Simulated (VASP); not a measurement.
Output of a VASP run:

### OSZICAR
```
       N       E                     dE             d eps       ncg     rms          rms(c)
DAV:   1     0.606432873209E+02    0.60643E+02   -0.69508E+03  1584   0.117E+03
DAV:   2    -0.132394664466E+02   -0.73883E+02   -0.69670E+02  1748   0.238E+02
DAV:   3    -0.155197490037E+02   -0.22803E+01   -0.22556E+01  1824   0.437E+01
DAV:   4    -0.155391776239E+02   -0.19429E-01   -0.19426E-01  1784   0.462E+00
DAV:   5    -0.155394461820E+02   -0.26856E-03   -0.26856E-03  1824   0.538E-01    0.195E+01
DAV:   6    -0.140226147699E+02    0.15168E+01   -0.24055E+01  2068   0.489E+01    0.939E+00
DAV:   7    -0.132952429075E+02    0.72737E+00   -0.35656E+00  1707   0.221E+01    0.469E+00
DAV:   8    -0.132835493309E+02    0.11694E-01   -0.16846E-01  1722   0.358E+00    0.177E+00
DAV:   9    -0.132747107468E+02    0.88386E-02   -0.23339E-02  1701   0.170E+00    0.211E-01
DAV:  10    -0.132746870865E+02    0.23660E-04   -0.23289E-03  1716   0.409E-01    0.412E-02
DAV:  11    -0.132746911369E+02   -0.40504E-05   -0.39952E-05  1803   0.706E-02    0.244E-02
DAV:  12    -0.132746917703E+02   -0.63342E-06   -0.49313E-06  1659   0.192E-02
   1 F= -.13274692E+02 E0= -.13275148E+02  d E =-.132747E+02
```

File OUTCAR:
```
------------------------ aborting loop because EDIFF is reached ----------------------------------------
  FORCE on cell =-STRESS in cart. coord.  units (eV):
  Direction    XX          YY          ZZ          XY          YZ          ZX
  --------------------------------------------------------------------------------------
  Total       -0.0029031     -0.0029031     -0.0029031     -0.0000000      0.0000000     -0.0000000
  in kB       -0.1853066     -0.1853066     -0.1853066     -0.0000000      0.0000000     -0.0000000
  external PRESSURE =      -0.1853066 kB  Pullay stress =       0.0000000 kB
  volume of cell :       25.10
      direct lattice vectors                 reciprocal lattice vectors
     0.000000000  2.323886808  2.323886808    -0.215156779  0.215156779  0.215156779
     2.323886808  0.000000000  2.323886808     0.215156779 -0.215156779  0.215156779
     2.323886808  2.323886808  0.000000000     0.215156779  0.215156779 -0.215156779
 POSITION                                       TOTAL-FORCE (eV/Angst)
 -----------------------------------------------------------------------------------
      0.00000      0.00000      0.00000         0.000000      0.000000      0.000000
      1.16194      1.16194      1.16194        -0.000000     -0.000000     -0.000000
 -----------------------------------------------------------------------------------
    total drift:                               -0.000001     -0.000001     -0.000001
  FREE ENERGIE OF THE ION-ELECTRON SYSTEM (eV)
  ---------------------------------------------------
  free  energy   TOTEN  =       -13.2746917703 eV

  energy  without entropy=      -13.2760607087  energy(sigma->0) =      -13.27514808

 reached required accuracy - stopping structural energy minimisation
```
(Selected blocks of OUTCAR.)

POSCAR:
```
PdC
1
    0.0000000000     2.3238868076     2.3238868076
    2.3238868076    -0.0000000000     2.3238868076
    2.3238868076     2.3238868076    -0.0000000000
Pd C
1 1
Direct
  0.0000000000   0.0000000000   0.0000000000
  0.2500000000   0.2500000000   0.2500000000
```

Task: Write an INCAR and KPOINTS that could have produced this output.

Result: One answer among several that fit: the input of the run itself, PBEsol GGA, plane waves, VASP's PBE PAW potentials (set 64).

KPOINTS:
```
Automatic mesh
0
Gamma
12 12 12
0 0 0
```

### INCAR
```
! general
SYSTEM   =  PdC
PREC     =  Accurate
ENCUT    =  520
LREAL    =  F
LASPH    =  T

! electronic loop
EDIFF    =  1E-6
NELM     =  100
ALGO     =  Normal
LMAXMIX  =  4

! smearing
ISMEAR   =  1
SIGMA    =  0.1

! functional
GGA      =  PS

! ions
IBRION   =  2
NSW      =  60
ISIF     =  3
EDIFFG   =  -0.01

! output
LWAVE    =  F
LCHARG   =  F
```

POTCAR, in this order: Pd C (PBE.64 set). Program: vasp_std.

The structure was generated: PdC was put into the zinc blende type (F-43m), which need not be its known phase. It was relaxed first, which changed the volume by -18 %. The start is the result of an earlier pass.
